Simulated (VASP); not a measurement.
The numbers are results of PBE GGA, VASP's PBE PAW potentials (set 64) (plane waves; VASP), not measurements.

Input for VASP

**INCAR**
```
SYSTEM = Tl
PREC = Accurate
ENCUT = 400
EDIFF = 1E-6
NELM = 100
ALGO = Normal
LREAL = .FALSE.
LASPH = .TRUE.
ISMEAR = 1
SIGMA = 0.1
GGA = PE
LMAXMIX = 4
LWAVE = .FALSE.
LCHARG = .FALSE.
ISIF = 3
IBRION = 2
NSW = 40
EDIFFG = -0.01
```

File KPOINTS:
```
Automatic mesh
0
Gamma
9 9 5
0 0 0
```

**POSCAR**
```
Tl
1.0
  1.7646000000  -3.0563770000   0.0000000000
  1.7646000000   3.0563770000   0.0000000000
  0.0000000000   0.0000000000   5.6304000000
Tl
2
Cart
  1.7646000000   1.0187943709   1.4076000000
  1.7646000000  -1.0187943709   4.2228000000
```

POTCAR, in this order: Tl_d (PBE.64 set). Program: vasp_std.

### Question
What will the output report for the number of irreducible k-points (NKPTS), number of bands (NBANDS), largest plane-wave count, number of space-group operations, FFT grid (NGX, NGY, NGZ)?

### Answer

| Item | Result |
|---|---|
| number of irreducible k-points (NKPTS) | 36 |
| number of bands (NBANDS) | 17 |
| largest plane-wave count | 1120 |
| number of space-group operations | 24 |
| FFT grid (NGX, NGY, NGZ) | 24 × 24 × 40 |

The compound is Tl in the hcp structure. This run relaxes it. Symmetry was kept, so distortions that lower it aren't found.
